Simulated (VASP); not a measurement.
# SiC: GW quasiparticle gap, part 2 of 3

How does the gap of SiC change from the starting functional to GW? The cell has space group P6_3mc, a computed entry that need not be the common form of this compound. The start is a computed cell from the Materials Project.

VASP 6.6.1, plane waves and PAW; the level of theory is named at each step.

So far. Step 2 (Ground state): The cell has a gap of 2.22 eV on mesh and path and a pressure of +2.8 GPa, which holds the misfit of the given cell and coordinates with this functional, and any error of cutoff, mesh and data sets.

## 3. Empty bands

Level of this step: PBE; plane waves and PAW (Si_GW, C_GW) (VASP).

ALGO = Exact makes the empty bands from the converged ground state in one step. LOPTICS writes the k-derivatives of the orbitals (WAVEDER), which give the long-wavelength limit of the screening.

Contents of INCAR:

```
SYSTEM = SiC
PREC = Accurate
ENCUT = 440
ISMEAR = 0
SIGMA = 0.01
LREAL = .FALSE.
GGA = PE
NBANDS = 136
ALGO = Exact
NELM = 1
LWAVE = .TRUE.
LCHARG = .FALSE.
LOPTICS = .TRUE.
NEDOS = 1000
CSHIFT = 0.1
```

Contents of POSCAR:

```
SiC
1.0
    3.0756941497      0.0000000000      0.0000000000
   -1.5378470748      2.6636292679      0.0000000000
    0.0000000000      0.0000000000     10.0706464800
Si C
4 4
Direct
    0.6666666700      0.3333333300      0.9378419800
    0.3333333300      0.6666666700      0.4378419800
    0.0000000000      0.0000000000      0.6878943800
    0.0000000000      0.0000000000      0.1878943800
    0.6666666700      0.3333333300      0.7498025900
    0.3333333300      0.6666666700      0.2498025900
    0.0000000000      0.0000000000      0.5004600500
    0.0000000000      0.0000000000      0.0004600500
```

Contents of KPOINTS:

```
Automatic mesh
0
Gamma
6 6 2
0 0 0
```

The projector-augmented-wave data sets are Si_GW and C_GW (PBE family, release 64).

Run with:

```sh
$ mpirun -np 8 vasp_std
```

Output:

```text
[banner, memory and clock lines left out]
running    8 mpi-ranks, on    1 nodes
 distrk:  each k-point on    8 cores,    1 groups
 distr:  one band on    1 cores,    8 groups

 POSCAR found type information on POSCAR SiC
 POSCAR found :  2 types and       8 ions
 [... a notice as in an earlier step ...]

 LDA part: xc-table for (Slater+PW92), standard interpolation
 found WAVECAR, reading the header
  number of bands has changed, file:    24 present:   136
  trying to continue reading WAVECAR, but it might fail
 POSCAR, INCAR and KPOINTS ok, starting setup
 FFT: planning ... GRIDC
 FFT: planning ... GRID_SOFT
 FFT: planning ... GRID
 reading WAVECAR
 random initialization beyond band           24
 the WAVECAR file was read successfully
 initial charge from wavefunction
 entering main loop
       N       E                     dE             d eps       ncg     rms          rms(c)
DIA:   1    -0.601527723989E+02   -0.60153E+02    0.00000E+00     0   0.000E+00
   1 F= -.60152772E+02 E0= -.60152772E+02  d E =-.544018E-23
 writing wavefunctions
 optical routines
 imaginary and real dielectric function
 recalculating local potential from charge density
 direction            1
 direction            2
 direction            3
```

Elapsed: 18 s, on 8 MPI ranks of Intel Xeon 6975P-C (Granite Rapids), shared host; peak memory 2.2 GiB; 1.9 min of CPU time.

OUTCAR, selected parts (step 3):

```text
 Found     14 irreducible k-points:

   k-points           NKPTS =     14   k-points in BZ     NKDIM =     14   number of bands    NBANDS=    136

   NELECT =      32.0000    total number of electrons

 E-fermi :   7.9465

 k-point     2 :       0.1667   -0.0000    0.0000
  band No.  band energies     occupation
    ...
     12       6.3476      2.00000
     13       6.6516      2.00000
     14       6.7135      2.00000
     15       7.4927      2.00000
     16       7.6327      2.00000
     17      12.6556      0.00000
     18      13.3439      0.00000
     19      13.6204      0.00000
     20      14.6950      0.00000
     21      15.0347      0.00000
    ...

 k-point     3 :       0.3333    0.0000    0.0000
  band No.  band energies     occupation
    ...
     12       5.2453      2.00000
     13       5.8257      2.00000
     14       5.8581      2.00000
     15       6.5070      2.00000
     16       7.0354      2.00000
     17      10.8813      0.00000
     18      11.1179      0.00000
     19      12.4266      0.00000
     20      13.3823      0.00000
     21      13.7433      0.00000
    ...

  Total        1.4897784      1.4897784      1.3499800      0.0000000      0.0000000      0.0000000
  in kB       28.9306368     28.9306368     26.2158319      0.0000000      0.0000000      0.0000000
  external PRESSURE =      28.0257018 kB  Pullay stress =       0.0000000 kB

 POSITION                                       TOTAL-FORCE (eV/Angst)
 -----------------------------------------------------------------------------------
      1.53785      0.88788      9.44468        -0.000000      0.000000      0.000305
     -0.00000      1.77575      4.40935         0.000000     -0.000000      0.000305
      0.00000      0.00000      6.92754         0.000000     -0.000000      0.005577
      0.00000      0.00000      1.89222        -0.000000      0.000000      0.005577
      1.53785      0.88788      7.55100        -0.000000     -0.000000     -0.001109
     -0.00000      1.77575      2.51567         0.000000      0.000000     -0.001109
      0.00000      0.00000      5.03996        -0.000000     -0.000000     -0.004773
      0.00000      0.00000      0.00463         0.000000      0.000000     -0.004773
 -----------------------------------------------------------------------------------
    total drift:                               -0.000000     -0.000000     -0.000020

  FREE ENERGIE OF THE ION-ELECTRON SYSTEM (eV)
  ---------------------------------------------------
  free  energy   TOTEN  =       -60.1527723989 eV

  energy  without entropy=      -60.1527723989  energy(sigma->0) =      -60.15277240

 plasma frequency squared (from intraband transitions) (eV^2)
  --------------------------------------------------------------------------------------
       0.000       0.000       0.000
       0.000       0.000       0.000
       0.000       0.000       0.000

[... 10 parts as in an earlier step ...]

[... 3 further parts left out ...]
```

The gap is read on the k-mesh alone, so it is an upper bound where the band edges lie off the mesh.

A gap read on the k-mesh alone can miss the band edges.

This step gave:

- gap on the k-mesh: 2.219 eV
- least direct gap on the k-mesh: 3.342 eV

WAVECAR now holds 136 bands for 32 electrons. Its independent-particle dielectric tensor has xx, yy, zz = 7.7, 7.7, 7.5 on this mesh, which isn't tested for convergence in mesh or bands and lacks local fields.

## 4. G0W0, ENCUTGW 80, bands in the sums 136

This step: G0W0 on PBE; plane waves and PAW (Si_GW, C_GW) (VASP 6.6.1).

G0W0 keeps orbitals and screening fixed and shifts each of the lowest NBANDSGW levels once.

Contents of INCAR:

```
SYSTEM = SiC
PREC = Accurate
ENCUT = 440
ISMEAR = 0
SIGMA = 0.01
LREAL = .FALSE.
GGA = PE
NBANDS = 136
ALGO = EVGW0
NELMGW = 1
ENCUTGW = 80
NOMEGA = 48
PRECFOCK = Fast
NBANDSGW = 24
LWAVE = .FALSE.
LCHARG = .FALSE.
```

POSCAR is that of step 3.

KPOINTS is that of step 3.

Run with:

```sh
$ mpirun -np 8 vasp_std
```

Output:

```text
[banner, memory and clock lines left out]
running    8 mpi-ranks, on    1 nodes
 distrk:  each k-point on    8 cores,    1 groups
 distr:  one band on    1 cores,    8 groups

 POSCAR found type information on POSCAR SiC
 POSCAR found :  2 types and       8 ions
 [... a notice as in an earlier step ...]

|                                                                             |
|           W    W    AA    RRRRR   N    N  II  N    N   GGGG   !!!           |
|           W    W   A  A   R    R  NN   N  II  NN   N  G    G  !!!           |
|           W    W  A    A  R    R  N N  N  II  N N  N  G       !!!           |
|           W WW W  AAAAAA  RRRRR   N  N N  II  N  N N  G  GGG   !            |
|           WW  WW  A    A  R   R   N   NN  II  N   NN  G    G                |
|           W    W  A    A  R    R  N    N  II  N    N   GGGG   !!!           |
|                                                                             |
|     The default for ENCUTGWSOFT is different in this version of VASP.       |
|     please manually set ENCUTGWSOFT =80 in the INCAR file.                  |
|                                                                             |

 LDA part: xc-table for (Slater+PW92), standard interpolation
 found WAVECAR, reading the header
 POSCAR, INCAR and KPOINTS ok, starting setup
 FFT: planning ... GRIDC
 FFT: planning ... GRID_SOFT
 FFT: planning ... GRID
 reading WAVECAR
 the WAVECAR file was read successfully
 initial charge from wavefunction
 available memory per node:    124.15 GB, setting MAXMEM to    127127

 The Fermi energy was updated, please check that it is located mid-gap
 values below the HOMO (VB) or above the LUMO (CB) will cause erroneous energies
 E-fermi :   8.9891

 calculate exact exchange contribution
 the WAVEDER file was read successfully
energies w=
    0.000    0.000    0.783    0.000    1.563    0.000    2.337    0.000
    3.102    0.000    3.857    0.000    4.598    0.000    5.327    0.000
    6.042    0.000    6.744    0.000    7.433    0.000    8.111    0.000
    8.779    0.000    9.440    0.000   10.094    0.000   10.745    0.000
   11.395    0.000   12.046    0.000   12.701    0.000   13.363    0.000
   14.036    0.000   14.724    0.000   15.429    0.000   16.158    0.000
   16.914    0.000   17.704    0.000   18.534    0.000   19.412    0.000
   20.348    0.000   21.353    0.000   22.439    0.000   23.624    0.000
   24.928    0.000   26.375    0.000   28.001    0.000   29.845    0.000
   31.965    0.000   34.436    0.000   37.360    0.000   40.886    0.000
   45.227    0.000   50.711    0.000   57.859    0.000   67.561    0.000
   81.466    0.000  103.006    0.000  140.720    0.000  223.361    0.000
 responsefunction array rank=     144
 LDA part: xc-table for (Slater+PW92), standard interpolation

 min. memory requirement per mpi rank    150.3 MB, per node   1202.3 MB

 allocating   6 responsefunctions rank=   144
 shmem allocating  48 responsefunctions rank=   144
 response function shared by NCSHMEM nodes    1
 Doing            6  frequencies on each core in blocks of           48
NQ=   1    0.0000    0.0000    0.0000,
|.........|.........|.........|.........|.........|.........|.........|.........
 performed        367000 updates of chi_q(r,r)
 total number of BLAS operations         53.64 Gflops
NQ=   2    0.1667   -0.0000    0.0000,
|.........|.........|.........|.........|.........|.........|.........|.........
 performed        995000 updates of chi_q(r,r)
 total number of BLAS operations        152.26 Gflops
NQ=   3    0.3333    0.0000    0.0000,
|.........|.........|.........|.........|.........|.........|.........|.........
 performed       1623000 updates of chi_q(r,r)
 total number of BLAS operations        245.33 Gflops
NQ=   4    0.5000    0.0000    0.0000,
|.........|.........|.........|.........|.........|.........|.........|.........
 performed       2134000 updates of chi_q(r,r)
 total number of BLAS operations        323.26 Gflops
NQ=   5    0.1667    0.1667    0.0000,
|.........|.........|.........|.........|.........|.........|.........|.........
 performed       2802000 updates of chi_q(r,r)
 total number of BLAS operations        422.12 Gflops
NQ=   6    0.3333    0.1667    0.0000,
|.........|.........|.........|.........|.........|.........|.........|.........
 performed       3548000 updates of chi_q(r,r)
 total number of BLAS operations        524.61 Gflops
NQ=   7    0.3333    0.3333    0.0000,
|.........|.........|.........|.........|.........|.........|.........|.........
 performed       3981000 updates of chi_q(r,r)
 total number of BLAS operations        584.99 Gflops
NQ=   8    0.0000    0.0000    0.5000,
|.........|.........|.........|.........|.........|.........|.........|.........
 performed       4348000 updates of chi_q(r,r)
 total number of BLAS operations        628.79 Gflops
NQ=   9    0.1667   -0.0000    0.5000,
|.........|.........|.........|.........|.........|.........|.........|.........
 performed       4976000 updates of chi_q(r,r)
 total number of BLAS operations        716.47 Gflops
NQ=  10    0.3333    0.0000    0.5000,
|.........|.........|.........|.........|.........|.........|.........|.........
 performed       5604000 updates of chi_q(r,r)
 total number of BLAS operations        812.30 Gflops
NQ=  11    0.5000    0.0000    0.5000,
|.........|.........|.........|.........|.........|.........|.........|.........
 performed       6115000 updates of chi_q(r,r)
 total number of BLAS operations        892.50 Gflops
NQ=  12    0.1667    0.1667    0.5000,
|.........|.........|.........|.........|.........|.........|.........|.........
 performed       6783000 updates of chi_q(r,r)
 total number of BLAS operations        991.36 Gflops
NQ=  13    0.3333    0.1667    0.5000,
|.........|.........|.........|.........|.........|.........|.........|.........
 performed       7529000 updates of chi_q(r,r)
 total number of BLAS operations       1095.42 Gflops
NQ=  14    0.3333    0.3333    0.5000,
|.........|.........|.........|.........|.........|.........|.........|.........
 performed       7962000 updates of chi_q(r,r)
 total number of BLAS operations       1161.41 Gflops
 resolving degeneracies of screened two electron integrals

 calculate QP shifts <psi_nk| G(iteration)W_0 |psi_nk>: iteration 1
 entering main loop
```

Elapsed: 60 s, on 8 MPI ranks; peak memory 1.7 GiB.

OUTCAR, selected parts (step 4):

```text
 Found     14 irreducible k-points:

   k-points           NKPTS =     14   k-points in BZ     NKDIM =     72   number of bands    NBANDS=    136

   NELECT =      32.0000    total number of electrons

 E-fermi :   8.9891

 QP shifts <psi_nk| G(iteration)W_0 |psi_nk>: iteration 1
 for sc-GW calculations column KS-energies equals QP-energies in previous step
 and V_xc(KS)=  KS-energies - (<T + V_ion + V_H > + <T+V_H+V_ion>^1  + <V_x>^1)
 k-point   1 :       0.0000    0.0000    0.0000
  band No.  KS-energies  QP-energies   sigma(KS)   V_xc(KS)     V^pw_x(r,r')   Z            occupation Imag(sigma)
    ...
     13       7.2952       7.1137     -14.8484     -14.6181     -17.4307       0.7885       2.0000       0.0697
     14       7.8261       7.7118     -14.9592     -14.8150     -17.3598       0.7923       2.0000       0.0644
     15       7.8796       7.7707     -14.9958     -14.8582     -17.4437       0.7920       2.0000       0.0651
     16       7.8796       7.7707     -14.9958     -14.8582     -17.4437       0.7920       2.0000       0.0651
     17      12.9845      13.8153     -11.1553     -12.1936      -6.8556       0.8001       0.0000      -0.0886
     18      13.5644      14.4112     -11.0762     -12.1383      -6.6514       0.7973       0.0000      -0.0933
     19      14.1903      15.0745     -11.9515     -13.0780      -7.3133       0.7849       0.0000      -0.1092
     20      14.2088      15.0638     -11.0387     -12.1130      -6.5031       0.7959       0.0000      -0.1001
    ...

 k-point   2 :       0.1667   -0.0000    0.0000
  band No.  KS-energies  QP-energies   sigma(KS)   V_xc(KS)     V^pw_x(r,r')   Z            occupation Imag(sigma)
    ...
     13       6.6516       6.3893     -14.6057     -14.2720     -17.2918       0.7860       2.0000       0.0749
     14       6.7135       6.4544     -14.6120     -14.2823     -17.2961       0.7857       2.0000       0.0745
     15       7.4927       7.3368     -14.8271     -14.6297     -17.2715       0.7900       2.0000       0.0665
     16       7.6327       7.4950     -14.9655     -14.7914     -17.4711       0.7908       2.0000       0.0668
     17      12.6556      13.3403     -10.2413     -11.0923      -5.9549       0.8045       0.0000      -0.0890
     18      13.3439      14.0836     -10.4110     -11.3350      -6.0046       0.8005       0.0000      -0.0951
     19      13.6204      14.3723     -10.3830     -11.3244      -5.9238       0.7988       0.0000      -0.0966
     20      14.6950      15.5749     -11.0101     -12.1263      -6.3138       0.7883       0.0000      -0.1138
    ...

 k-point   3 :       0.3333    0.0000    0.0000
  band No.  KS-energies  QP-energies   sigma(KS)   V_xc(KS)     V^pw_x(r,r')   Z            occupation Imag(sigma)
    ...
     13       5.8257       5.4765     -14.3797     -13.9319     -17.2516       0.7798       2.0000       0.0843
     14       5.8581       5.5015     -14.3937     -13.9369     -17.2800       0.7806       2.0000       0.0840
     15       6.5070       6.2347     -14.3356     -13.9889     -16.8830       0.7855       2.0000       0.0733
     16       7.0354       6.8231     -14.8115     -14.5417     -17.4491       0.7869       2.0000       0.0713
     17      10.8813      11.4465     -10.1539     -10.8505      -6.2271       0.8113       0.0000      -0.0778
     18      11.1179      11.6824     -10.1913     -10.8894      -6.2175       0.8086       0.0000      -0.0802
     19      12.4266      13.0929     -10.1966     -11.0212      -5.9799       0.8080       0.0000      -0.0856
     20      13.3823      14.1335     -10.3434     -11.2767      -6.0214       0.8050       0.0000      -0.0909
    ...

[... 8 parts as in an earlier step ...]

[... 5 further parts left out ...]
```

Numbers from this step:

```
quasiparticle gap on the mesh                 : 2.838 eV
smallest direct quasiparticle gap on the mesh : 4.098 eV
gap of the starting orbitals on the mesh      : 2.219 eV
```

GW takes the gap from 2.219 to 2.838 eV. The value holds for 136 bands, ENCUTGW = 80 eV and this mesh, and isn't shown to be converged in them.

## 5. Empty bands

This step: PBE; plane waves and PAW (Si_GW, C_GW) (VASP 6.6.1).

The empty bands are made again, for the run that follows.

Contents of INCAR:

```
SYSTEM = SiC
PREC = Accurate
ENCUT = 440
ISMEAR = 0
SIGMA = 0.01
LREAL = .FALSE.
GGA = PE
NBANDS = 224
ALGO = Exact
NELM = 1
LWAVE = .TRUE.
LCHARG = .FALSE.
LOPTICS = .TRUE.
NEDOS = 1000
CSHIFT = 0.1
```

POSCAR is that of step 4.

KPOINTS is that of step 4.

Run with:

```sh
$ mpirun -np 8 vasp_std
```

Output:

```text
[banner, memory and clock lines left out]
running    8 mpi-ranks, on    1 nodes
[...]
[... a notice as in an earlier step ...]

 LDA part: xc-table for (Slater+PW92), standard interpolation
 found WAVECAR, reading the header
  number of bands has changed, file:    24 present:   224
  trying to continue reading WAVECAR, but it might fail
 POSCAR, INCAR and KPOINTS ok, starting setup
[...]
reading WAVECAR
 random initialization beyond band           24
 the WAVECAR file was read successfully
 initial charge from wavefunction
 entering main loop
       N       E                     dE             d eps       ncg     rms          rms(c)
DIA:   1    -0.601527723990E+02   -0.60153E+02    0.00000E+00     0   0.000E+00
   1 F= -.60152772E+02 E0= -.60152772E+02  d E =-.378176E-29
 writing wavefunctions
 optical routines
 imaginary and real dielectric function
 recalculating local potential from charge density
 direction            1
 direction            2
 direction            3
```

The job ended after 16 s (8 MPI ranks; peak memory 2.2 GiB).

From OUTCAR (step 5):

```text
  Total        1.4897784      1.4897784      1.3499800      0.0000000      0.0000000     -0.0000000
  in kB       28.9306368     28.9306368     26.2158319      0.0000000      0.0000000     -0.0000000
  external PRESSURE =      28.0257018 kB  Pullay stress =       0.0000000 kB

 POSITION                                       TOTAL-FORCE (eV/Angst)
 -----------------------------------------------------------------------------------
      1.53785      0.88788      9.44468         0.000000     -0.000000      0.000305
     -0.00000      1.77575      4.40935        -0.000000      0.000000      0.000305
      0.00000      0.00000      6.92754        -0.000000     -0.000000      0.005577
      0.00000      0.00000      1.89222         0.000000     -0.000000      0.005577
      1.53785      0.88788      7.55100        -0.000000     -0.000000     -0.001109
     -0.00000      1.77575      2.51567         0.000000      0.000000     -0.001109
      0.00000      0.00000      5.03996         0.000000     -0.000000     -0.004773
      0.00000      0.00000      0.00463         0.000000     -0.000000     -0.004773
 -----------------------------------------------------------------------------------
    total drift:                               -0.000000     -0.000000     -0.000020

  FREE ENERGIE OF THE ION-ELECTRON SYSTEM (eV)
  ---------------------------------------------------
  free  energy   TOTEN  =       -60.1527723990 eV

  energy  without entropy=      -60.1527723990  energy(sigma->0) =      -60.15277240

[... 1 part as in an earlier step ...]

[... 2 further parts left out ...]
[key lines of the parts left out:]
E-fermi :   7.9564
```

WAVECAR now holds 224 bands for 32 electrons.

(Continued in part 3 of 3.)

[Lines on the potential files, build, host, timing and source positions are cut from VASP's logs without a mark.]

[Logs are printed without paths, hosts, clocks, repeated set-up lines and the standing remarks that a program may print on its own settings, such as how far it seeks lower states.]

[Hosts, paths, dates, database ids (printed as entryN), source tags and the programs' standing remarks are cut or masked in the printed files.]

[Pressures printed for these runs are not shown converged in the cutoff: they can be off by several GPa and have the wrong sign.]
